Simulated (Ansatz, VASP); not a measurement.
**BAs: VASP beside Ansatz**

Wanted: the spread between two codes on one cell, functional and k mesh. The cell is taken from a series of runs on this material, whose earlier steps may have relaxed or scaled it; both programs get it as it stands.

Main program and level: Ansatz 0.2.0; plane waves, with VASP 6.6.1 beside it; single point at PBE.

## (1) Set-up

The structure is cubic, space group F-43m (No. 216). Conventional cell: a = 4.777 Å, b = 4.777 Å, c = 4.777 Å, α = 90.00°, β = 90.00°, γ = 90.00°. Nearest to As lie 4 B at 2.07 Å. Nearest to B lie 4 As at 2.07 Å. Farther neighbours are not listed.

Structure file:

```cif
data_structure
_symmetry_space_group_name_H-M 'F-43m'
_symmetry_Int_Tables_number 216
_cell_length_a 4.7770
_cell_length_b 4.7770
_cell_length_c 4.7770
_cell_angle_alpha 90.000
_cell_angle_beta 90.000
_cell_angle_gamma 90.000
_cell_volume 109.01
loop_
_atom_site_label
_atom_site_type_symbol
_atom_site_symmetry_multiplicity
_atom_site_Wyckoff_symbol
_atom_site_fract_x
_atom_site_fract_y
_atom_site_fract_z
_atom_site_occupancy
As1 As 4 c 0.25000 0.25000 0.25000 1
B1 B 4 a 0.00000 0.00000 0.00000 1
```

## (2) Ansatz: single point, PBE

Ansatz runs on its default PAW (the set named soft_2) files.

A single point gives forces, pressure and levels at one fixed geometry, so differences don't come from the geometry; what else differs is listed under the comparison.

Contents of input.yaml:

```yaml
crystal:
  lattice:
    - [0.0, 2.3885, 2.3885]
    - [2.3885, 0.0, 2.3885]
    - [2.3885, 2.3885, 0.0]
  atoms:
    - { symbol: As, position: [0.75, 0.75, 0.75] }
    - { symbol: B, position: [0.0, 0.0, 0.0] }
kpoints:
  mp_grid: { grid: [8, 8, 8] }
scf:
  occupations: { method: fermi_dirac, width: 0.02 }
hamiltonian:
  xc: pbe
output:
  forces: true
  stress: true
  efg: { quadrupole_moments_barn: { As: 0.311, B: 0.04059 } }
```

Run with:

```bash
ansatz run input.yaml --threads 2 --pin off --max-ram 4096MiB --backend cpu --events-out ev --progress --plain --runs-dir out
```

Numbers of over 12 decimals in the logs are rounded to 6 here.

The program printed:

```text
Engine: ansatz 0.2.0, aarch64-unknown-linux-gnu
Pseudopotentials: kind: paw
Pseudopotential: As, paw, valence charge 15, recommended cutoff 420 eV (normal), As.paw.azcp
Pseudopotential: B, paw, valence charge 3, recommended cutoff 420 eV (normal), B.paw.azcp
Functional definition: PBE
  parameter kappa = 0.804
  parameter beta = 0.066725
  exchange = pbe_x(kappa = kappa, mu = beta*pi^2/3)
  correlation = pbe_c(beta = beta)
Crystal: 2 atoms, lattice volume = 27.252 Å³
Basis set: ecut = 420 eV, 531 PW (Γ), exchange–correlation on 48×48×48 points (8 copies of the dense FFT grid, shifted against one another)
Bands: 13, of which v1, the nominal top of the filled ones, is band 9 counted from 1 (8 counted from 0)
Symmetry: 24 space group operations
Space group: F-43m (ITA 216), of the structure as read, at distance tolerance 3.0e-5 Å
k-points: 29 of 512 (time reversal used)
Non-local potential: As, projectors of the file, l = 0: 2, l = 1: 2, l = 2: 3, l = 3: 1
Non-local potential: B, projectors of the file, l = 0: 2, l = 1: 2, l = 2: 1
PAW form: soft (Blöchl's): semilocal exchange-correlation on the pseudo side does not see the compensation charge
PAW one-centre angular grid: As, 590 points (default); XC on 64 Gauss nodes
PAW one-centre angular grid: B, 110 points (default); XC on 64 Gauss nodes
Initial density: superposition of atomic densities (neutral atoms: chi_scale 0, normalization atom), corrected by the library's trained network
Initial wavefunctions: pseudopotential atomic-orbital guess
Functional: x = pbe(κ = 0.804, μ = 0.219515), c = pbe(β = 0.066725)
SCF iter   1: F=—  HF=-5012.097911 eV  |F-HF|=—  |Δ(HF+E_count)|=         —  Δρ=7.91e-4  dr2=9.77e-5  ethr=1.77e-3  ⟨swp⟩=5.9  Hψ=2076  notcnv=0
preconditioner: auto → none  [insulator: Δε(μ)=1.198 eV  Ē_g=12.415 eV  σ=0.020 eV  W_gap=1.00  n_scr=8 (ndim 8)  ℏωp=20.1 eV  f_vac=0.001  D(μ)=0.00/eV (n_scr^D=0)  ε∞_Penn≈3.6]
SCF iter   2: F=—  HF=-5012.098048 eV  |F-HF|=—  |Δ(HF+E_count)|=   1.37e-4  Δρ=4.50e-4  dr2=3.17e-5  ethr=5.43e-7  ⟨swp⟩=2.9  Hψ=1018  notcnv=0
SCF iter   3: F=—  HF=-5012.098073 eV  |F-HF|=—  |Δ(HF+E_count)|=   2.56e-5  Δρ=2.42e-4  dr2=5.74e-6  ethr=1.76e-7  ⟨swp⟩=2.1  Hψ=613  notcnv=0
SCF iter   4: F=—  HF=-5012.098094 eV  |F-HF|=—  |Δ(HF+E_count)|=   2.10e-5  Δρ=5.12e-5  dr2=5.90e-7  ethr=3.19e-8  ⟨swp⟩=2.3  Hψ=533  notcnv=0
iter 5 did not close the SCF: its close was put off for the readings that it lacked (scf_convergence_deferred on its scf_iter line)
SCF iter   5: F=-5012.098095 eV  HF=-5012.098095 eV  |F-HF|=6.19e-8  |Δ(HF+E_count)|=   5.23e-7  Δρ=2.01e-5  dr2=9.75e-8  ethr=3.28e-9  ⟨swp⟩=2.9  Hψ=633  notcnv=0
SCF iter   6: F=-5012.098095 eV  HF=-5012.098095 eV  |F-HF|=7.49e-9  |Δ(HF+E_count)|=   7.97e-9  Δρ=5.07e-6  dr2=4.78e-9  ethr=5.42e-10  ⟨swp⟩=2.4  Hψ=1282  notcnv=0
SCF 1 converged in 6 iterations: F = -5012.098095 eV  dr2 = 4.78e-9
  greatest PAW one-centre occupation: 0.999 electrons in one spin orbital (limit 2), on the As atom at site 0 (counted from 0), in its partial waves of l = 2
SCF converged after 6 iterations
Free energy (F): -5012.098095 eV
Harris-Foulkes:  -5012.098095 eV  (|F-HF|=7.49e-9)
Internal energy: -5012.098095 eV  (E = F + TS)
E sigma→0 (E₀):  -5012.098095 eV
Fermi energy:    11.718356 eV
--- Per-component energies (eV) ---
  E_band       = -210.270473
  E_kinetic    = 152.093850
  E_local      = -1693.940864  (includes V_loc(G=0)·N_el)
  E_nonlocal   = -657.797056
  E_hartree    = 940.052636
  E_xc         = -111.431784
  E_vxc        = -117.663803  (∫ρ·V_xc dr)
  E_paw        = -1915.299886  (= ΣΔE_a)
  E_vpaw       = 226.934954  (= ΣTr[D̂ρ^β])
  E_aug_tail   = 0.000007  (compensation charges beyond the density's cutoff)
  E_ewald      = -1725.774997
  E_smearing   = -0.000000  (= −TS)
  E_closure    = 0.000000  (closes the sum)
  Σ components = -5012.098095   (vs F -5012.098095, Δ=0.00e0)
--- Forces (eV/Å), atoms counted from 1 ---
  atom   1  As     0.00000000     0.00000000     0.00000000
  atom   2  B     -0.00000000    -0.00000000     0.00000000
  max |Σ_I F_I| component: 4.44e-16 eV/Å
--- Stress (GPa, compression-positive) ---
        2.769192      -0.000000      -0.000000
        0.000000       2.769192       0.000000
       -0.000000       0.000000       2.769192
  P = ⅓ Tr σ = 2.7692 GPa (27.692 kbar)
--- PAW observables at the nuclei: V_zz in 10²¹ V/m², potentials from the cell's mean, atoms counted from 1 ---
  atom   1  As V_zz =    +0.000000   η = 0.0000   by run symmetry: forbidden   C_q = +0.0000 MHz
            electrostatic potential = -4516.291858 V   contact ρ = none
  atom   2  B  V_zz =    -0.000000   η = 0.0000   by run symmetry: forbidden   C_q = -0.0000 MHz
            electrostatic potential = -326.801806 V   contact ρ = none
```

The run ends at a pressure of 2.77 GPa.

## (3) VASP: single point, PBE

The same cell, functional, mesh and smearing now go to VASP, with its own data sets and cutoff.

Lines of VASP's logs that name or quote its potential files are left out, and so is its time.

Contents of INCAR:

```
SYSTEM = BAs
PREC = Accurate
ENCUT = 420
EDIFF = 1E-06
NELM = 100
ISMEAR = -1
SIGMA = 0.02
LREAL = .FALSE.
ALGO = Normal
GGA = PE
NBANDS = 10
LORBIT = 11
LWAVE = .FALSE.
LCHARG = .FALSE.
KPAR = 2
ISIF = 2
```

Contents of POSCAR:

```
BAs
1.0
    0.0000000000      2.3885000000      2.3885000000
    2.3885000000      0.0000000000      2.3885000000
    2.3885000000      2.3885000000      0.0000000000
As B
1 1
Direct
    0.7500000000      0.7500000000      0.7500000000
    0.0000000000      0.0000000000      0.0000000000
```

Contents of KPOINTS:

```
Automatic mesh
0
Gamma
8 8 8
0 0 0
```

The projector-augmented-wave data sets are As and B (PBE family, release 64).

Run with:

```bash
mpirun -np 2 vasp_std
```

The program printed:

```text
[banner, memory and clock lines left out]
running    2 mpi-ranks, on    1 nodes
 distrk:  each k-point on    1 cores,    2 groups
 distr:  one band on    1 cores,    1 groups

 POSCAR found type information on POSCAR AsB
 POSCAR found :  2 types and       2 ions
 LDA part: xc-table for (Slater+PW92), standard interpolation
 POSCAR, INCAR and KPOINTS ok, starting setup
 FFT: planning ... GRIDC
 FFT: planning ... GRID_SOFT
 FFT: planning ... GRID
 WAVECAR not read
 entering main loop
       N       E                     dE             d eps       ncg     rms          rms(c)
DAV:   1     0.856701261528E+01    0.85670E+01   -0.34353E+03   580   0.598E+02
DAV:   2    -0.115391309161E+02   -0.20106E+02   -0.19505E+02   780   0.965E+01
DAV:   3    -0.120423721442E+02   -0.50324E+00   -0.50269E+00   696   0.152E+01
DAV:   4    -0.120435311736E+02   -0.11590E-02   -0.11589E-02   708   0.844E-01
DAV:   5    -0.120435331325E+02   -0.19590E-05   -0.19589E-05   716   0.345E-02    0.493E+00
DAV:   6    -0.114661728931E+02    0.57736E+00   -0.16446E+00   618   0.559E+00    0.240E+00
DAV:   7    -0.114069533067E+02    0.59220E-01   -0.19504E-01   690   0.232E+00    0.978E-01
DAV:   8    -0.114001875639E+02    0.67657E-02   -0.20961E-02   646   0.861E-01    0.101E-01
DAV:   9    -0.114004879907E+02   -0.30043E-03   -0.70987E-04   678   0.168E-01    0.591E-02
DAV:  10    -0.114006544158E+02   -0.16643E-03   -0.22072E-04   636   0.956E-02    0.135E-02
DAV:  11    -0.114006598723E+02   -0.54564E-05   -0.58159E-06   706   0.172E-02    0.114E-02
DAV:  12    -0.114006597853E+02    0.86939E-07   -0.28062E-06   632   0.969E-03
   1 F= -.11400660E+02 E0= -.11400660E+02  d E =-.656413E-12
```

From OUTCAR (step 3):

```text
ion  position               nearest neighbor table
   1  0.750  0.750  0.750-   2 2.07   2 2.07   2 2.07   2 2.07
   2  0.000  0.000  0.000-   1 2.07   1 2.07   1 2.07   1 2.07

  LATTYP: Found a face centered cubic cell.
 ALAT       =     4.7770000000

 Subroutine GETGRP returns: Found 24 space group operations
 (whereof 24 operations were pure point group operations)

The static configuration has the point symmetry T_d .

 Found     29 irreducible k-points:

   k-points           NKPTS =     29   k-points in BZ     NKDIM =     29   number of bands    NBANDS=     10

   dimension x,y,z NGX =    24 NGY =   24 NGZ =   24
   dimension x,y,z NGXF=    48 NGYF=   48 NGZF=   48

   ENCUT  =  420.0 eV  30.87 Ry    5.56 a.u.   5.64  5.64  5.64*2*pi/ulx,y,z

   NELECT =       8.0000    total number of electrons

 k-points in reciprocal lattice and weights: Automatic mesh
   0.00000000  0.00000000  0.00000000       0.002
   0.12500000  0.00000000  0.00000000       0.016
   0.25000000  0.00000000  0.00000000       0.016
   0.37500000  0.00000000  0.00000000       0.016
   0.50000000  0.00000000  0.00000000       0.008
   0.12500000  0.12500000  0.00000000       0.012
   0.25000000  0.12500000  0.00000000       0.047
   0.37500000  0.12500000  0.00000000       0.047
   0.50000000  0.12500000  0.00000000       0.047
[...]
-0.37500000  0.50000000  0.12500000       0.023
  -0.25000000  0.50000000  0.25000000       0.012

 average (electrostatic) potential at core
       1 -48.7692       2 -26.7842

 E-fermi :   6.5871

 k-point     1 :       0.0000    0.0000    0.0000
  band No.  band energies     occupation
      1      -9.2746      2.00000
      2       6.1298      2.00000
      3       6.1298      2.00000
      4       6.1298      2.00000
      5       9.3998      0.00000
      6       9.3998      0.00000
      7       9.3998      0.00000
      8      10.8139      0.00000
      9      15.7103      0.00000
    ...

 k-point     2 :       0.1250    0.0000    0.0000
  band No.  band energies     occupation
      1      -9.0186      2.00000
      2       4.1634      2.00000
      3       5.6908      2.00000
      4       5.6908      2.00000
      5       9.5197      0.00000
      6       9.9772      0.00000
      7       9.9772      0.00000
      8      12.0865      0.00000
      9      16.6586      0.00000
    ...

 k-point     3 :       0.2500    0.0000    0.0000
  band No.  band energies     occupation
      1      -8.2731      2.00000
      2       1.1885      2.00000
      3       4.9795      2.00000
      4       4.9795      2.00000
      5       9.1918      0.00000
      6      10.7758      0.00000
      7      10.7758      0.00000
      8      14.0255      0.00000
      9      17.3556      0.00000
    ...

  Total        0.5908714      0.5908714      0.5908714      0.0000000      0.0000000      0.0000000
  in kB       34.7374399     34.7374399     34.7374399      0.0000000      0.0000000      0.0000000
  external PRESSURE =      34.7374399 kB  Pullay stress =       0.0000000 kB

  energy-cutoff  :      420.00
  volume of cell :       27.25
      direct lattice vectors                 reciprocal lattice vectors
     0.000000000  2.388500000  2.388500000    -0.209336404  0.209336404  0.209336404
     2.388500000  0.000000000  2.388500000     0.209336404 -0.209336404  0.209336404
     2.388500000  2.388500000  0.000000000     0.209336404  0.209336404 -0.209336404

 POSITION                                       TOTAL-FORCE (eV/Angst)
 -----------------------------------------------------------------------------------
      3.58275      3.58275      3.58275         0.000000      0.000000      0.000000
      0.00000      0.00000      0.00000        -0.000000     -0.000000     -0.000000
 -----------------------------------------------------------------------------------
    total drift:                               -0.000000     -0.000000     -0.000000

  FREE ENERGIE OF THE ION-ELECTRON SYSTEM (eV)
  ---------------------------------------------------
  free  energy   TOTEN  =       -11.4006597853 eV

  energy  without entropy=      -11.4006597853  energy(sigma->0) =      -11.40065979

 total charge
# of ion       s       p       d       tot
------------------------------------------
    1        1.172   1.663   0.088   2.924
    2        0.660   1.180   0.000   1.840
--------------------------------------------------
tot          1.832   2.843   0.088   4.763

[... 3 further parts left out ...]
```

The run ends at a pressure of 3.47 GPa.

## (4) Side by side

Known differences besides the PAW data sets themselves: the data sets hold 18 valence electrons in Ansatz (default PAW (the set named soft_2) files) and 8 in VASP; VASP leaves aspherical gradient terms in its spheres out (LASPH is not set), Ansatz keeps them. Total energies have different zeros and are not compared.

The two programs side by side:

```
              quantity  Ansatz   VASP  difference
        pressure (GPa)    2.77   3.47       -0.70
gap on the k mesh (eV)   1.197  1.185      +0.012
```

## (5) Outcome

```json
{"difference in gap on the k mesh (single point, PBE)": "0.012 eV", "difference in pressure (single point, PBE)": "-0.70 GPa"}
```

In words: The difference in pressure is -0.70 GPa (single point, PBE), within the 1 GPa picked in this series as the mark of a large difference. How closely two codes agree says nothing of how well the functional describes the real material.

[Lines on the potential files, build, host, timing and source positions are cut from VASP's logs without a mark.]

[Logs are printed without paths, hosts, clocks, repeated set-up lines and the standing remarks that a program may print on its own settings, such as how far it seeks lower states.]

[Hosts, paths, dates, database ids (printed as entryN), source tags and the programs' standing remarks are cut or masked in the printed files.]
